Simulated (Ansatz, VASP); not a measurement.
## Cross-check of InP between VASP and Ansatz

Aim: how closely do two programs agree when they are given the same cell, functional and k mesh? The cell is taken from a series of runs on this material, whose earlier steps may have relaxed, scaled, displaced or heated it; both programs get it as it stands.

Calculated with Ansatz 0.2.0; plane waves, with VASP 6.6.1 beside it; single point at PBE and single point at r2SCAN, spin-orbit coupling.

### Step 1. The starting structure

It takes space group F-43m (No. 216, cubic). Conventional cell: a = 5.960 Å, b = 5.960 Å, c = 5.960 Å, α = 90.00°, β = 90.00°, γ = 90.00°. Nearest to In lie 4 P at 2.58 Å. Nearest to P lie 4 In at 2.58 Å. Farther neighbours are not listed.

As a file:

```
In P
1.0
     0.00000    2.98000    2.98000
     2.98000    0.00000    2.98000
     2.98000    2.98000    0.00000
In P
1 1
Direct
  0.00000 0.00000 0.00000
  0.25000 0.25000 0.25000
```

### Step 2. VASP: single point, PBE

With cell and atoms fixed, the geometry can't cause a difference; cores, projectors, grids and the points listed under the comparison can.

Lines of VASP's logs that name or quote its potential files are left out, and so is its time.

Input file INCAR:

```
SYSTEM = InP
PREC = Accurate
ENCUT = 400
EDIFF = 1E-06
NELM = 120
ISMEAR = -1
SIGMA = 0.02
LREAL = .FALSE.
ALGO = Normal
GGA = PE
NBANDS = 15
LORBIT = 11
LWAVE = .FALSE.
LCHARG = .FALSE.
ISIF = 2
LASPH = .TRUE.
GGA_COMPAT = .FALSE.
EFERMI = MIDGAP
KPAR = 2
```

Input file POSCAR:

```
InP
1.0
    0.0000000000      2.9800004146      2.9800004146
    2.9800004146      0.0000000000      2.9800004146
    2.9800004146      2.9800004146      0.0000000000
In P
1 1
Direct
    0.0000000000      0.0000000000      0.0000000000
    0.2500000000      0.2500000000      0.2500000000
```

Input file KPOINTS:

```
Automatic mesh
0
Gamma
6 6 6
0 0 0
```

The projector-augmented-wave data sets are In_d and P (PBE family, release 64).

On the command line:

```
> mpirun -np 2 vasp_std
```

Numbers of over 12 decimals in the logs are rounded to 6 here.

Output:

```text
[banner, memory and clock lines left out]
running    2 mpi-ranks, on    1 nodes
 distrk:  each k-point on    1 cores,    2 groups
 distr:  one band on    1 cores,    1 groups

 POSCAR found type information on POSCAR InP
 POSCAR found :  2 types and       2 ions
 LDA part: xc-table for (Slater+PW92), standard interpolation
 POSCAR, INCAR and KPOINTS ok, starting setup
 FFT: planning ... GRIDC
 FFT: planning ... GRID_SOFT
 FFT: planning ... GRID
 WAVECAR not read
 entering main loop
       N       E                     dE             d eps       ncg     rms          rms(c)
DAV:   1     0.988839502234E+02    0.98884E+02   -0.72900E+03   480   0.110E+03
DAV:   2    -0.190892782375E+01   -0.10079E+03   -0.97373E+02   529   0.266E+02
DAV:   3    -0.860676175775E+01   -0.66978E+01   -0.66674E+01   585   0.733E+01
DAV:   4    -0.879240680431E+01   -0.18565E+00   -0.18557E+00   617   0.136E+01
DAV:   5    -0.880118045300E+01   -0.87736E-02   -0.87734E-02   686   0.237E+00    0.524E+00
DAV:   6    -0.841821802946E+01    0.38296E+00   -0.64893E-01   764   0.130E+01    0.319E+00
DAV:   7    -0.839390395750E+01    0.24314E-01   -0.15899E-01   703   0.311E+00    0.121E+00
DAV:   8    -0.839458931174E+01   -0.68535E-03   -0.14352E-02   607   0.149E+00    0.288E-01
DAV:   9    -0.839532969007E+01   -0.74038E-03   -0.16288E-03   620   0.489E-01    0.166E-01
DAV:  10    -0.839543126641E+01   -0.10158E-03   -0.19716E-04   741   0.133E-01    0.112E-01
DAV:  11    -0.839550174665E+01   -0.70480E-04   -0.67755E-05   550   0.637E-02    0.163E-02
DAV:  12    -0.839550682595E+01   -0.50793E-05   -0.15966E-05   613   0.588E-02    0.157E-02
DAV:  13    -0.839550717642E+01   -0.35046E-06   -0.98968E-07   436   0.705E-03
   1 F= -.83955072E+01 E0= -.83955071E+01  d E =-.143994E-06
```

Parts of OUTCAR (step 2):

```text
ion  position               nearest neighbor table
   1  0.000  0.000  0.000-   2 2.58   2 2.58   2 2.58   2 2.58
   2  0.250  0.250  0.250-   1 2.58   1 2.58   1 2.58   1 2.58

  LATTYP: Found a face centered cubic cell.
 ALAT       =     5.9600008292

 Subroutine GETGRP returns: Found 24 space group operations
 (whereof 24 operations were pure point group operations)

The static configuration has the point symmetry T_d .

 Found     16 irreducible k-points:

   k-points           NKPTS =     16   k-points in BZ     NKDIM =     16   number of bands    NBANDS=     15

   dimension x,y,z NGX =    28 NGY =   28 NGZ =   28
   dimension x,y,z NGXF=    56 NGYF=   56 NGZF=   56

   ENCUT  =  400.0 eV  29.40 Ry    5.42 a.u.   6.87  6.87  6.87*2*pi/ulx,y,z

   NELECT =      18.0000    total number of electrons

 k-points in reciprocal lattice and weights: Automatic mesh
   0.00000000  0.00000000  0.00000000       0.005
   0.16666667  0.00000000  0.00000000       0.037
   0.33333333  0.00000000  0.00000000       0.037
   0.50000000  0.00000000  0.00000000       0.019
   0.16666667  0.16666667  0.00000000       0.028
   0.33333333  0.16666667  0.00000000       0.111
   0.50000000  0.16666667  0.00000000       0.111
  -0.33333333  0.16666667  0.00000000       0.111
  -0.16666667  0.16666667  0.00000000       0.056
[...]
-0.33333333  0.33333333  0.16666667       0.111
  -0.33333333  0.50000000  0.16666667       0.056

 average (electrostatic) potential at core
       1 -96.1284       2 -83.2170

 E-fermi :   4.8899

 k-point     1 :       0.0000    0.0000    0.0000
  band No.  band energies     occupation
    ...
      5      -9.3135      2.00000
      6      -6.5245      2.00000
      7       4.6614      1.99998
      8       4.6614      1.99998
      9       4.6614      1.99998
     10       5.0965      0.00007
     11       8.7456      0.00000
     12       8.7456      0.00000
     13       8.7456      0.00000
     14      13.0098      0.00000
    ...

 k-point     2 :       0.1667    0.0000    0.0000
  band No.  band energies     occupation
    ...
      5      -9.3130      2.00000
      6      -6.2360      2.00000
      7       2.4986      2.00000
      8       4.3814      2.00000
      9       4.3814      2.00000
     10       6.2800      0.00000
     11       9.0767      0.00000
     12       9.1593      0.00000
     13       9.1593      0.00000
     14      13.2349      0.00000
    ...

 k-point     3 :       0.3333    0.0000    0.0000
  band No.  band energies     occupation
    ...
      5      -9.3076      2.00000
      6      -5.4969      2.00000
      7       0.2598      2.00000
      8       3.9427      2.00000
      9       3.9427      2.00000
     10       6.1847      0.00000
     11       9.5017      0.00000
     12       9.5017      0.00000
     13      10.7633      0.00000
     14      13.4415      0.00000
    ...

  Total       -0.0317010     -0.0317010     -0.0317010      0.0000000      0.0000000     -0.0000000
  in kB       -0.9596327     -0.9596327     -0.9596327      0.0000000      0.0000000     -0.0000000
  external PRESSURE =      -0.9596327 kB  Pullay stress =       0.0000000 kB

  energy-cutoff  :      400.00
  volume of cell :       52.93
      direct lattice vectors                 reciprocal lattice vectors
     0.000000000  2.980000415  2.980000415    -0.167785212  0.167785212  0.167785212
     2.980000415  0.000000000  2.980000415     0.167785212 -0.167785212  0.167785212
     2.980000415  2.980000415  0.000000000     0.167785212  0.167785212 -0.167785212

 POSITION                                       TOTAL-FORCE (eV/Angst)
 -----------------------------------------------------------------------------------
      0.00000      0.00000      0.00000        -0.000000     -0.000000     -0.000000
      1.49000      1.49000      1.49000         0.000000      0.000000      0.000000
 -----------------------------------------------------------------------------------
    total drift:                                0.000000      0.000000      0.000001

  FREE ENERGIE OF THE ION-ELECTRON SYSTEM (eV)
  ---------------------------------------------------
  free  energy   TOTEN  =        -8.3955071764 eV

  energy  without entropy=       -8.3955070324  energy(sigma->0) =       -8.39550710

 total charge
# of ion       s       p       d       tot
------------------------------------------
    1        0.823   0.717   9.893  11.434
    2        1.032   1.470   0.000   2.503
--------------------------------------------------
tot          1.856   2.188   9.893  13.937

[... 3 further parts left out ...]
```

The run ends at a pressure of -0.10 GPa.

### Step 3. Ansatz: single point, PBE

Ansatz runs on its PAW soft_1 files.

The same cell, functional, mesh and smearing now go to Ansatz, which takes its cutoff from its data sets.

Input file input.yaml:

```yaml
crystal:
  lattice:
    - [0.0, 2.9800004146, 2.9800004146]
    - [2.9800004146, 0.0, 2.9800004146]
    - [2.9800004146, 2.9800004146, 0.0]
  atoms:
    - { symbol: In, position: [0.0, 0.0, 0.0] }
    - { symbol: P, position: [0.25, 0.25, 0.25] }
kpoints:
  mp_grid: { grid: [6, 6, 6] }
  band_path:
    path:
      - [[0.0, 0.0, 0.0], [-0.5, -0.5, 0.0], [-0.375, -0.375, 0.25]]
      - [[-0.375, 0.0, 0.375], [0.0, 0.0, 0.0], [0.0, 0.0, 0.5], [-0.5, -0.25, 0.25], [-0.5, -0.5, 0.0]]
    npoints: 10
hamiltonian:
  xc: pbe
  pseudopotentials: { kind: paw, azcp: { folder: soft_1 } }
scf:
  occupations: { method: fermi_dirac, width: 0.02 }
  n_extra_bands: 4
output:
  eigenvalues: true
```

On the command line:

```
> ansatz run input.yaml --threads 3 --pin off --max-ram 92160MiB --backend cuda --events-out ev --progress --plain --runs-dir out --devices 1 --max-vram 13GiB
```

Output:

```text
scf.n_extra_bands = 4 over 9 filled bands (N_el = 18.0): the run solves 13 bands
GPUs: using 1 of 1 available (devices: 1).
Engine: ansatz 0.2.0, x86_64-unknown-linux-gnu
Pseudopotentials: kind: paw
Pseudopotential: In, paw, valence charge 13, recommended cutoff 420 eV (normal), soft_1/In.paw.azcp
Pseudopotential: P, paw, valence charge 5, recommended cutoff 420 eV (normal), soft_1/P.paw.azcp
Functional definition: PBE
  parameter kappa = 0.804
  parameter beta = 0.066725
  exchange = pbe_x(kappa = kappa, mu = beta*pi^2/3)
  correlation = pbe_c(beta = beta)
device memory: the entry about to start is reckoned to put 0.7 GiB on a device that reports 28.3 GiB free (of which the cap on the GPU budget leaves the run 13.0 GiB)
GPU FFT provider: cuFFT
GPU libraries: cuBLAS 13.8.2, cuFFT 12.4.0, cuSOLVER 12.3.4
Crystal: 2 atoms, lattice volume = 52.927 Å³
Basis set: ecut = 420 eV, 1037 PW (Γ)
Bands: 13, of which v1, the nominal top of the filled ones, is band 9 counted from 1 (8 counted from 0)
Symmetry: 24 space group operations
Space group: F-43m (ITA 216), of the structure as read, at distance tolerance 3.8e-5 Å
k-points: 16 of 216 (time reversal used)
Non-local potential: In, projectors of the file, l = 0: 2, l = 1: 2, l = 2: 2, l = 3: 1
Non-local potential: P, projectors of the file, l = 0: 2, l = 1: 2, l = 2: 1
PAW form: soft (Blöchl's): semilocal exchange-correlation on the pseudo side does not see the compensation charge
PAW one-centre angular grid: In, 590 points (default); XC on 64 Gauss nodes
PAW one-centre angular grid: P, 110 points (default); XC on 64 Gauss nodes
Initial density: superposition of atomic densities (chi_scale 0.1, normalization cell, long waves kept (reshape's long-wave potential 0.00 eV rms))
Initial wavefunctions: pseudopotential atomic-orbital guess
GPU buffer pool allocated for 27000 grid points (all kernels)
GPU transforms: local potential and band sums: pruned to the plane-wave sphere, on 30×30×30
Functional: x = pbe(κ = 0.804, μ = 0.219515), c = pbe(β = 0.066725)
SCF iter   1: F=—  HF=-6354.275207 eV  |F-HF|=—  |Δ(HF+E_count)|=         —  Δρ=3.31e-2  dr2=8.47e-1  ethr=3.10e-3  ⟨swp⟩=6.8  Hψ=1474  notcnv=0
preconditioner: auto → none  [insulator: Δε(μ)=0.724 eV  Ē_g=14.304 eV  σ=0.020 eV  W_gap=1.00  n_scr=14 (ndim 8)  ℏωp=21.7 eV  f_vac=0.000  D(μ)=0.00/eV (n_scr^D=0)  ε∞_Penn≈3.3]
SCF iter   2: F=—  HF=-6354.073463 eV  |F-HF|=—  |Δ(HF+E_count)|=   2.02e-1  Δρ=1.54e-2  dr2=9.34e-2  ethr=3.10e-3  ⟨swp⟩=3.1  Hψ=497  notcnv=0
SCF iter   3: F=—  HF=-6354.063744 eV  |F-HF|=—  |Δ(HF+E_count)|=   9.72e-3  Δρ=6.21e-3  dr2=1.53e-2  ethr=5.19e-4  ⟨swp⟩=2.7  Hψ=361  notcnv=0
SCF iter   4: F=—  HF=-6354.063924 eV  |F-HF|=—  |Δ(HF+E_count)|=   1.80e-4  Δρ=9.61e-4  dr2=3.20e-4  ethr=8.48e-5  ⟨swp⟩=3.6  Hψ=427  notcnv=0
SCF iter   5: F=—  HF=-6354.063814 eV  |F-HF|=—  |Δ(HF+E_count)|=   1.10e-4  Δρ=2.40e-4  dr2=1.40e-5  ethr=1.78e-6  ⟨swp⟩=2.0  Hψ=361  notcnv=0
SCF iter   6: F=—  HF=-6354.063844 eV  |F-HF|=—  |Δ(HF+E_count)|=   3.03e-5  Δρ=3.32e-5  dr2=3.82e-7  ethr=7.79e-8  ⟨swp⟩=3.0  Hψ=352  notcnv=0
SCF iter   7: F=-6354.063844 eV  HF=-6354.063844 eV  |F-HF|=5.05e-9  |Δ(HF+E_count)|=   1.18e-7  Δρ=3.05e-6  dr2=3.41e-9  ethr=5.56e-10  ⟨swp⟩=5.0  Hψ=894  notcnv=0
SCF 1 converged in 7 iterations: F = -6354.063844 eV  dr2 = 3.41e-9
  greatest PAW one-centre occupation: 0.981 electrons in one spin orbital (limit 2), on the In atom at site 0 (counted from 0), in its partial waves of l = 2
device memory: the entry about to start is reckoned to put 0.9 GiB on a device that reports 28.2 GiB free (of which the cap on the GPU budget leaves the run 13.0 GiB)
NSCF: frozen V_eff on 62 k-points, pencils in batches of 32, up to order 60
SCF converged after 7 iterations
Free energy (F): -6354.063844 eV
Harris-Foulkes:  -6354.063844 eV  (|F-HF|=5.05e-9)
Internal energy: -6354.063844 eV  (E = F + TS)
E sigma→0 (E₀):  -6354.063844 eV
Entropy (-TS):   -0.000000 eV (-0.000 meV/atom)
Fermi energy:    6.643986 eV
--- Per-component energies (eV) ---
  E_band       = -60.596422
  E_kinetic    = 286.208470
  E_local      = -1361.274368  (includes V_loc(G=0)·N_el)
  E_nonlocal   = 359.522232
  E_hartree    = 545.129129
  E_xc         = -214.819532
  E_vxc        = -149.116362  (∫ρ·V_xc dr)
  E_paw        = -4768.398661  (= ΣΔE_a)
  E_vpaw       = -286.193858  (= ΣTr[D̂ρ^β])
  E_aug_tail   = 0.000141  (compensation charges beyond the density's cutoff)
  E_ewald      = -1200.431254
  E_smearing   = -0.000000  (= −TS)
  E_closure    = 0.000000  (closes the sum)
  Σ components = -6354.063844   (vs F -6354.063844, Δ=0.00e0)
--- Band table (eV; the first three rows and the last of 16) ---
  k-point 0: bands = [... 5 lower, -4.7708, 6.4145, 6.4145, 6.4145, 6.8515, 10.4958, 10.4958, 10.4958]
  k-point 1: bands = [... 5 lower, -4.4823, 4.2523, 6.1345, 6.1345, 8.0346, 10.8281, 10.9090, 10.9090]
  k-point 2: bands = [... 5 lower, -3.7432, 2.0134, 5.6956, 5.6956, 7.9396, 11.2510, 11.2510, 12.5151]
  k-point 15: bands = [... 5 lower, -2.5614, 0.9747, 3.8023, 3.8380, 9.7082, 9.9298, 13.0494, 13.3756]
```

### Step 4. Side by side

Known differences besides the potentials themselves: the cutoff is 420 eV in Ansatz and 400 eV in VASP. Total energies have different zeros and are not compared.

The two programs side by side:

| quantity | Ansatz | VASP | difference |
| --- | --- | --- | --- |
| gap on the k mesh (eV) | 0.437 | 0.435 | +0.002 |

A gap on the mesh is an upper bound, since the band edges may lie between its points.

(Part 1 of 2 ends here.)

[Lines on the potential files, build, host, timing and source positions are cut from VASP's logs without a mark.]

[Logs are printed without paths, hosts, clocks, repeated set-up lines and the standing remarks that a program may print on its own settings, such as how far it seeks lower states.]

[Hosts, paths, dates, database ids (printed as entryN), source tags and the programs' standing remarks are cut or masked in the printed files.]
